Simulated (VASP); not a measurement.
TaTeI, 3 atoms in the cell. It takes space group P-6m2 (No. 187, hexagonal). Conventional cell: a = 5.208 Å, b = 5.208 Å, c = 4.177 Å, α = 90.00°, β = 90.00°, γ = 120.00°. Ta (site symmetry -6m2) has 3 I at 3.01 Å as nearest neighbours. Around Te (site symmetry -6m2) lie 6 I at 3.66 Å and 6 Ta at 3.66 Å and 2 Te at 4.18 Å. I (site symmetry -6m2) is surrounded by 3 Ta at 3.01 Å. The cell was built by a generator and needn't be a form met in nature.

```yaml
Program: VASP 6.6.1
Task: relaxation of cell and atoms
Functional: r2SCAN
Dispersion: D3(BJ)
Potentials_or_basis: VASP PAW PBE potentials, release 64 (Ta_pv, Te, I)
Cutoff: 600 eV
k_mesh: 6 × 6 × 7
Occupations: gaussian, width 0.05 eV
Spin: no spin polarisation
Further_INCAR_settings: ALGO = Normal; EDIFF = 1e-07; IBRION = 2; EDIFFG = -0.01; NSW = 60; ISIF = 3
```

Potentials or basis: VASP PAW PBE potentials, release 64 (Ta_pv, Te, I).

Command:

```sh
$ cat potpaw_PBE.64/Ta_pv/POTCAR potpaw_PBE.64/Te/POTCAR potpaw_PBE.64/I/POTCAR > POTCAR
$ mpirun -np 1 vasp_std > vasp.out
```

Hardware: 1 thread of Intel(R) Xeon(R) 6975P-C (Granite Rapids) (shared host).

Question: Estimate the wall time of this run.

Answer: It took 17 min on 1 thread of Intel(R) Xeon(R) 6975P-C (Granite Rapids), on a shared host, peak memory 0.33 GiB. Counts: scf iterations 145, k points 28, ion steps 11.
